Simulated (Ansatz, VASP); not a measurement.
# HCl: VASP beside Ansatz

One calculation is typed for both programs; each brings its own data sets and cutoff. How far apart do they land? The structure shown is the end of the VASP relaxation below.

Calculated with Ansatz 0.2.0; plane waves, with VASP 6.6.1 beside it; single point at PBE with D3(BJ).

## (1) Set-up

The cell holds 2 atoms: 1 Cl and 1 H. Cell: a = 10.000 Å, b = 10.500 Å, c = 13.000 Å, α = 90.0°, β = 90.0°, γ = 90.0°. Vacuum lies along a, b and c.

Structure file:

```xyz
2
Lattice="10.0000 0.0000 0.0000 0.0000 10.5000 0.0000 0.0000 0.0000 13.0000" Properties=species:S:1:pos:R:3
Cl    5.0000    5.2500    7.1423
H     5.0000    5.2500    5.8577
```

## (2) VASP: relaxation, PBE with D3(BJ)

This run makes the geometry at which the two programs are then compared.

Lines of VASP's logs that name or quote its potential files are left out, and so is its time.

INCAR

```
SYSTEM = HCl
PREC = Normal
ENCUT = 500
EDIFF = 1E-05
NELM = 120
ISMEAR = 0
SIGMA = 0.01
LREAL = Auto
ALGO = Normal
GGA = PE
IVDW = 12
NBANDS = 10
LASPH = .TRUE.
LORBIT = 11
LWAVE = .FALSE.
LCHARG = .FALSE.
NCORE = 5
IBRION = 2
NSW = 60
ISIF = 2
EDIFFG = -0.03
POTIM = 0.4
MAXMIX = 40
ISYM = 0
```

POSCAR

```
HCl
1.0
   10.0000000000      0.0000000000      0.0000000000
    0.0000000000     10.5000000000      0.0000000000
    0.0000000000      0.0000000000     13.0000000000
Cl H
1 1
Direct
    0.5000000000      0.5000000000      0.5492307700
    0.5000000000      0.5000000000      0.4507692300
```

KPOINTS

```
Automatic mesh
0
Gamma
1 1 1
0 0 0
```

Potentials, in the order of the species: Cl and H (PBE family, release 64).

Launch:

```
mpirun -np 5 vasp_gam
```

Numbers of over 12 decimals in the logs are rounded to 6 here.

The log of the run:

```text
[banner, memory and clock lines left out]
running    5 mpi-ranks, on    1 nodes
 distrk:  each k-point on    5 cores,    1 groups
 distr:  one band on    5 cores,    1 groups

 POSCAR found type information on POSCAR ClH
 POSCAR found :  2 types and       2 ions
|                                                                             |
|           W    W    AA    RRRRR   N    N  II  N    N   GGGG   !!!           |
|           W    W   A  A   R    R  NN   N  II  NN   N  G    G  !!!           |
|           W    W  A    A  R    R  N N  N  II  N N  N  G       !!!           |
|           W WW W  AAAAAA  RRRRR   N  N N  II  N  N N  G  GGG   !            |
|           WW  WW  A    A  R   R   N   NN  II  N   NN  G    G                |
|           W    W  A    A  R    R  N    N  II  N    N   GGGG   !!!           |
|                                                                             |
|     For optimal performance we recommend to set                             |
|       NCORE = 2 up to number-of-cores-per-socket                            |
|     NCORE specifies how many cores store one orbital (NPAR=cpu/NCORE).      |
|     This setting can greatly improve the performance of VASP for DFT.       |
|     The default, NCORE=1 might be grossly inefficient on modern             |
|     multi-core architectures or massively parallel machines. Do your        |
|     Unfortunately you need to use the default for GW and RPA                |
|     calculations (for HF NCORE is supported but not extensively tested      |
|     yet).                                                                   |
|                                                                             |

|                                                                             |
|               ----> ADVICE to this user running VASP <----                  |
|                                                                             |
|     You have a (more or less) 'small supercell' and for smaller cells       |
|     it is recommended to use the reciprocal-space projection scheme!        |
|     The real-space optimization is not efficient for small cells and it     |
|     is also less accurate ...                                               |
|     Therefore, set LREAL=.FALSE. in the INCAR file.                         |
|                                                                             |

 LDA part: xc-table for (Slater+PW92), standard interpolation
 POSCAR, INCAR and KPOINTS ok, starting setup
 FFT: planning ... GRIDC
 FFT: planning ... GRID_SOFT
 FFT: planning ... GRID
 WAVECAR not read
 entering main loop
       N       E                     dE             d eps       ncg     rms          rms(c)
DAV:   1     0.738408030365E+02    0.73841E+02   -0.14397E+03    20   0.391E+02
DAV:   2     0.183093500774E+02   -0.55531E+02   -0.53932E+02    38   0.514E+01
DAV:   3    -0.513546953564E+01   -0.23445E+02   -0.23433E+02    30   0.595E+01
DAV:   4    -0.630500052763E+01   -0.11695E+01   -0.11694E+01    24   0.146E+01
DAV:   5    -0.631373718317E+01   -0.87367E-02   -0.87362E-02    22   0.162E+00    0.774E+00
DAV:   6    -0.615577727135E+01    0.15796E+00   -0.23416E-01    30   0.230E+00    0.471E+00
DAV:   7    -0.610097343477E+01    0.54804E-01   -0.21130E-01    28   0.215E+00    0.777E-01
DAV:   8    -0.609545073667E+01    0.55227E-02   -0.21367E-02    20   0.826E-01    0.272E-01
DAV:   9    -0.609674244895E+01   -0.12917E-02   -0.92672E-04    24   0.196E-01    0.135E-01
DAV:  10    -0.609875627877E+01   -0.20138E-02   -0.50471E-04    20   0.119E-01    0.595E-02
DAV:  11    -0.610057552542E+01   -0.18192E-02   -0.42896E-04    20   0.109E-01    0.686E-02
DAV:  12    -0.610299095672E+01   -0.24154E-02   -0.50455E-04    20   0.938E-02    0.385E-02
DAV:  13    -0.610337183718E+01   -0.38088E-03   -0.43797E-05    30   0.331E-02    0.158E-02
DAV:  14    -0.610440096782E+01   -0.10291E-02   -0.12471E-04    20   0.452E-02    0.620E-03
DAV:  15    -0.610459953333E+01   -0.19857E-03   -0.11484E-05    30   0.161E-02    0.472E-03
DAV:  16    -0.610481550870E+01   -0.21598E-03   -0.16991E-05    20   0.168E-02    0.170E-03
DAV:  17    -0.610484136730E+01   -0.25859E-04   -0.10224E-06    20   0.486E-03    0.284E-03
DAV:  18    -0.610485973958E+01   -0.18372E-04   -0.47647E-07    20   0.339E-03    0.128E-03
DAV:  19    -0.610486898537E+01   -0.92458E-05   -0.28899E-07    20   0.219E-03
   1 F= -.61138454E+01 E0= -.61138454E+01  d E =-.611385E+01
 curvature:   0.00 expect dE= 0.000E+00 dE for cont linesearch  0.000E+00
 trial: gam= 0.00000 g(F)=  0.146E-02 g(S)=  0.000E+00 ort = 0.000E+00 (trialstep = 0.100E+01)
 search vector abs. value=  0.146E-02
 bond charge predicted
       N       E                     dE             d eps       ncg     rms          rms(c)
DAV:   1    -0.610450982805E+01    0.34991E-03   -0.85125E-02    22   0.164E+00    0.306E-01
DAV:   2    -0.610419392731E+01    0.31590E-03   -0.24450E-03    20   0.380E-01    0.969E-02
DAV:   3    -0.610405481834E+01    0.13911E-03   -0.77954E-05    22   0.602E-02    0.302E-02
DAV:   4    -0.610438422186E+01   -0.32940E-03   -0.62498E-05    20   0.437E-02    0.126E-02
DAV:   5    -0.610456806222E+01   -0.18384E-03   -0.22571E-05    20   0.258E-02    0.141E-02
DAV:   6    -0.610459336752E+01   -0.25305E-04   -0.20877E-06    20   0.783E-03    0.747E-03
DAV:   7    -0.610460690571E+01   -0.13538E-04   -0.78347E-07    20   0.476E-03    0.445E-03
DAV:   8    -0.610460806819E+01   -0.11625E-05   -0.38160E-08    20   0.125E-03
   2 F= -.61135840E+01 E0= -.61135840E+01  d E =0.261455E-03
 trial-energy change:    0.000261  1 .order    0.000227   -0.001462    0.001917
 step:   0.4328(harm=  0.4328)  dis= 0.00230  next Energy=    -6.114162 (dE=-0.316E-03)
 bond charge predicted
       N       E                     dE             d eps       ncg     rms          rms(c)
DAV:   1    -0.610512375960E+01   -0.51685E-03   -0.27230E-02    22   0.925E-01    0.206E-01
DAV:   2    -0.610515394977E+01   -0.30190E-04   -0.88673E-04    20   0.228E-01    0.421E-02
DAV:   3    -0.610516670513E+01   -0.12755E-04   -0.22483E-05    20   0.341E-02    0.263E-03
DAV:   4    -0.610517474733E+01   -0.80422E-05   -0.64930E-07    20   0.494E-03
   3 F= -.61141510E+01 E0= -.61141510E+01  d E =-.305526E-03
 curvature:  -0.22 expect dE=-0.427E-06 dE for cont linesearch -0.427E-06
 trial: gam= 0.00000 g(F)=  0.197E-05 g(S)=  0.000E+00 ort =-0.537E-04 (trialstep = 0.887E+00)
 search vector abs. value=  0.197E-05
 reached required accuracy - stopping structural energy minimisation
```

Parts of OUTCAR (step 2):

```text
ion  position               nearest neighbor table
   1  0.500  0.500  0.549-   2 1.28
   2  0.500  0.500  0.451-   1 1.28

 Found      1 irreducible k-points:

   k-points           NKPTS =      1   k-points in BZ     NKDIM =      1   number of bands    NBANDS=     10

   dimension x,y,z NGX =    56 NGY =   60 NGZ =   72
   dimension x,y,z NGXF=   112 NGYF=  120 NGZF=  144

   ENCUT  =  500.0 eV  36.75 Ry    6.06 a.u.  18.23 19.14 23.70*2*pi/ulx,y,z

   NELECT =       8.0000    total number of electrons

 k-points in reciprocal lattice and weights: Automatic mesh
   0.00000000  0.00000000  0.00000000       1.000

 Edisp (eV)   -0.00898

 average (electrostatic) potential at core
       1-100.9732       2 -44.5742

 E-fermi :  -7.7833

 k-point     1 :       0.0000    0.0000    0.0000
  band No.  band energies     occupation
      1     -21.0410      2.00000
      2     -11.5944      2.00000
      3      -7.8739      2.00000
      4      -7.8737      2.00000
      5      -1.0307      0.00000
      6       0.1269      0.00000
      7       0.6665      0.00000
      8       0.7094      0.00000
      9       1.0754      0.00000
    ...

 Edisp (eV)   -0.00898

  Total      -0.03268    -0.03868    -0.04595    -0.00000    -0.00000     0.00000
  in kB      -0.03836    -0.04540    -0.05393    -0.00000    -0.00000     0.00000
  external pressure =       -0.05 kB  Pullay stress =        0.00 kB

  energy-cutoff  :      500.00
  volume of cell :     1365.00
      direct lattice vectors                 reciprocal lattice vectors
    10.000000000  0.000000000  0.000000000     0.100000000  0.000000000  0.000000000
     0.000000000 10.500000000  0.000000000     0.000000000  0.095238095  0.000000000
     0.000000000  0.000000000 13.000000000     0.000000000  0.000000000  0.076923077

 POSITION                                       TOTAL-FORCE (eV/Angst)
 -----------------------------------------------------------------------------------
      5.00000      5.25000      7.14230        -0.000000     -0.000000     -0.005057
      5.00000      5.25000      5.85770         0.000000      0.000000      0.005057
 -----------------------------------------------------------------------------------
    total drift:                               -0.000000      0.000000     -0.014496

  FREE ENERGIE OF THE ION-ELECTRON SYSTEM (eV)
  ---------------------------------------------------
  free  energy   TOTEN  =        -6.1141509743 eV

  energy  without entropy=       -6.1141509743  energy(sigma->0) =       -6.11415097

 reached required accuracy - stopping structural energy minimisation

 total charge
# of ion       s       p       d       tot
------------------------------------------
    1        1.598   3.554   0.000   5.152
    2        0.546   0.053   0.000   0.599
--------------------------------------------------
tot          2.144   3.607   0.000   5.751
```

CONTCAR:

```
HCl
   1.00000000000000
    10.0000000000000000    0.0000000000000000    0.0000000000000000
     0.0000000000000000   10.5000000000000000    0.0000000000000000
     0.0000000000000000    0.0000000000000000   13.0000000000000000
  Cl              H
     1     1
Direct
     0.4999999995752455    0.4999999989149304    0.5494076294163096
     0.5000000004247545    0.5000000010850695    0.4505923705836905
```

## (3) Ansatz: single point, PBE with D3(BJ)

Ansatz runs on its default PAW (the set named soft_2) files.

The same cell, functional, mesh and smearing now go to Ansatz, which takes its cutoff from its data sets.

input.yaml

```yaml
crystal:
  lattice:
    - [10.0, 0.0, 0.0]
    - [0.0, 10.5, 0.0]
    - [0.0, 0.0, 13.0]
  atoms:
    - { symbol: Cl, position: [0.5, 0.5, 0.54940763] }
    - { symbol: H, position: [0.5, 0.5, 0.45059237] }
hamiltonian:
  xc: pbe
  pseudopotentials: { kind: paw }
  dispersion: d3bj
kpoints:
  mp_grid: { grid: [1, 1, 1] }
scf:
  occupations: { method: gaussian, width: 0.01 }
  n_extra_bands: 4
output:
  forces: true
  eigenvalues: true
```

Launch:

```
ansatz run input.yaml --threads 2 --pin off --max-ram 4608MiB --backend cpu --events-out ev --progress --plain --runs-dir out
```

The log of the run:

```text
scf.n_extra_bands = 4 over 4 filled bands (N_el = 8.0): the run solves 8 bands
Engine: ansatz 0.2.0, aarch64-unknown-linux-gnu
Pseudopotentials: kind: paw
Pseudopotential: Cl, paw, valence charge 7, recommended cutoff 420 eV (normal), Cl.paw.azcp
Pseudopotential: H, paw, valence charge 1, recommended cutoff 420 eV (normal), H.paw.azcp
Functional definition: PBE
  parameter kappa = 0.804
  parameter beta = 0.066725
  exchange = pbe_x(kappa = kappa, mu = beta*pi^2/3)
  correlation = pbe_c(beta = beta)
Crystal: 2 atoms, lattice volume = 1365.000 Å³
Basis set: ecut = 420 eV, 26737 PW (Γ), exchange–correlation on 144×144×180 points (8 copies of the dense FFT grid, shifted against one another)
Bands: 8, of which v1, the nominal top of the filled ones, is band 4 counted from 1 (3 counted from 0)
Symmetry: 4 space group operations
Space group: Pmm2 (ITA 25), of the structure as read, at distance tolerance 1.1e-4 Å
k-points: 1
Non-local potential: Cl, projectors of the file, l = 0: 2, l = 1: 2, l = 2: 2
Non-local potential: H, projectors of the file, l = 0: 2, l = 1: 1
PAW form: soft (Blöchl's): semilocal exchange-correlation on the pseudo side does not see the compensation charge
PAW one-centre angular grid: Cl, 110 points (default); XC on 64 Gauss nodes
PAW one-centre angular grid: H, 110 points (default); XC on 64 Gauss nodes
Initial density: superposition of atomic densities (neutral atoms: chi_scale 0, normalization atom), corrected by the library's trained network
Initial wavefunctions: pseudopotential atomic-orbital guess
Functional: x = pbe(κ = 0.804, μ = 0.219515), c = pbe(β = 0.066725)
SCF iter   1: F=—  HF=-1096.235523 eV  |F-HF|=—  |Δ(HF+E_count)|=         —  Δρ=3.14e-4  dr2=2.17e-3  ethr=1.77e-3  ⟨swp⟩=11.0  Hψ=88  notcnv=0
preconditioner: auto → Resta (q_TF=auto, 1.158 Å⁻¹)  ε∞=1.1  [insulator: Δε(μ)=6.737 eV  Ē_g=9.060 eV  σ=0.010 eV  W_gap=1.00  n_scr=36 (ndim 8)  ℏωp=2.5 eV  f_vac=0.919  D(μ)=0.00/eV (n_scr^D=0)  ε∞_Penn≈1.1  vacuum switching on, ρ_ref=6.0e-3 e/Å³]
SCF iter   2: F=—  HF=-1096.236972 eV  |F-HF|=—  |Δ(HF+E_count)|=   1.45e-3  Δρ=1.93e-4  dr2=4.82e-4  ethr=2.71e-5  ⟨swp⟩=3.0  Hψ=27  notcnv=0
SCF iter   3: F=—  HF=-1096.237339 eV  |F-HF|=—  |Δ(HF+E_count)|=   3.67e-4  Δρ=9.00e-5  dr2=6.87e-5  ethr=6.02e-6  ⟨swp⟩=3.0  Hψ=17  notcnv=0
SCF iter   4: F=—  HF=-1096.238050 eV  |F-HF|=—  |Δ(HF+E_count)|=   7.11e-4  Δρ=2.60e-5  dr2=7.88e-6  ethr=8.59e-7  ⟨swp⟩=6.0  Hψ=26  notcnv=0
SCF iter   5: F=—  HF=-1096.238050 eV  |F-HF|=—  |Δ(HF+E_count)|=   9.30e-7  Δρ=1.09e-5  dr2=1.52e-6  ethr=9.85e-8  ⟨swp⟩=4.0  Hψ=16  notcnv=0
SCF iter   6: F=-1096.238050 eV  HF=-1096.238050 eV  |F-HF|=4.14e-9  |Δ(HF+E_count)|=   2.22e-7  Δρ=1.43e-6  dr2=1.73e-8  ethr=1.25e-9  ⟨swp⟩=10.0  Hψ=61  notcnv=0
SCF 1 converged in 6 iterations: F = -1096.238050 eV  dr2 = 1.73e-8
  greatest PAW one-centre occupation: 0.908 electrons in one spin orbital (limit 2), on the Cl atom at site 0 (counted from 0), in its partial waves of l = 0
SCF converged after 6 iterations
Free energy (F): -1096.238050 eV
Harris-Foulkes:  -1096.238050 eV  (|F-HF|=4.14e-9)
Internal energy: -1096.238050 eV  (E = F + TS)
E sigma→0 (E₀):  -1096.238050 eV
Fermi energy:    -4.438786 eV
--- Per-component energies (eV) ---
  E_band       = -96.582722
  E_kinetic    = 172.903146
  E_local      = -805.267096  (includes V_loc(G=0)·N_el)
  E_nonlocal   = 30.239535
  E_hartree    = 317.472085
  E_xc         = -114.841462
  E_vxc        = -131.870074  (∫ρ·V_xc dr)
  E_paw        = -659.833184  (= ΣΔE_a)
  E_vpaw       = 2.468125  (= ΣTr[D̂ρ^β])
  E_aug_tail   = -0.001065  (compensation charges beyond the density's cutoff)
  E_ewald      = -36.901032
  E_disp       = -0.008977  (pairwise vdW)
  E_smearing   = -0.000000  (= −TS)
  E_closure    = -0.000000  (closes the sum)
  Σ components = -1096.238050   (vs F -1096.238050, Δ=0.00e0)
--- Forces (eV/Å), atoms counted from 1 ---
  atom   1  Cl     0.00000000     0.00000000     0.12544118
  atom   2  H      0.00000000     0.00000000    -0.12549863
  max |Σ_I F_I| component: 5.74e-5 eV/Å
--- Band table (eV) ---
  k-point 0: bands = ["-21.0321", "-11.5735", "-7.8429", "-7.8428", "-1.0347", "0.1306", "0.6803", "0.7400"]
```

Elapsed: 3.6 s, on 2 threads of Arm Neoverse N1, shared host; peak memory 0.67 GiB.

## (4) Side by side

Known differences besides the potentials themselves: the cutoff is 420 eV in Ansatz and 500 eV in VASP (PREC = Normal, projectors in real space). Total energies have different zeros and are not compared.

Both answers:

| quantity | Ansatz | VASP | difference |
| --- | --- | --- | --- |
| gap on the k mesh (eV) | 6.808 | 6.843 | -0.035 |

At this near-relaxed geometry the largest component of a force difference is 131 meV/Å.

## (5) What the set-up changes

Further runs change the set-up of one program: Ansatz's method, potentials or start, or VASP's data sets, cutoff or form of LDA. The table gives Ansatz less VASP for each quantity, since a change that brings one quantity closer may part another.

| run | r.m.s. force difference (meV/Å) | gap on the k mesh (eV) |
| --- | --- | --- |
| as above | 75 | -0.035 |
| Ansatz's larger PAW set (cutoff 1000 eV) | 66 | -0.035 |
| norm-conserving potentials (cutoff 980 eV) | 48 | -0.038 |

## (6) Results

```json
{
 "r.m.s. force difference (single point, PBE with D3(BJ))": "75 meV/Å"
}
```

**Reading.** The r.m.s. force difference is 75 meV/Å (single point, PBE with D3(BJ)), beyond the 12 meV/Å picked in this series as the mark of a large difference. Single point, PBE with D3(BJ), norm-conserving potentials (cutoff 980 eV): r.m.s. force difference goes from 75 to 48 meV/Å. Such differences can come from data sets, numerical settings and the points named under the comparisons, not from the functional's error against experiment.

[Lines on the potential files, build, host, timing and source positions are cut from VASP's logs without a mark.]

[Logs are printed without paths, hosts, clocks, repeated set-up lines and the standing remarks that a program may print on its own settings, such as how far it seeks lower states.]

[Hosts, paths, dates, database ids (printed as entryN), source tags and the programs' standing remarks are cut or masked in the printed files.]
